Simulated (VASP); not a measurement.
Consider the following.

```xyz
4
Lattice="3.4423 0.0000 0.0000 0.0000 3.4423 0.0000 0.0000 0.0000 3.4423" Properties=species:S:1:pos:R:3 pbc="T T T"
Fe     0.0000     0.0000     0.0000
Ni     0.0000     1.7212     1.7212
Ni     1.7212     0.0000     1.7212
Ni     1.7212     1.7212     0.0000
```

Method: LDA (Ceperley-Alder, Perdew-Zunger) with spin-orbit coupling, VASP's LDA PAW potentials (set 64) (plane waves; VASP). Numerical set-up: 400 eV cut-off, 8×8×8 Γ-centred mesh, Gaussian smearing of 0.050 eV, potentials Fe Ni. Starting moments (MAGMOM): 0 0 2.7 0 0 0.6 0 0 0.6 0 0 0.6.

Question: What does the run give for the energy per atom (σ→0), band gap (over mesh and band path) with the smallest direct gap where there is one?

Answer: 
The band gap (over mesh and band path) comes out as none (metal, semimetal or under 0.01 eV) and the energy per atom (σ→0) is -7.308 eV/atom.

The compound is Ni3Fe in the L1_2 structure. It was relaxed first, which changed the volume by -9 %.
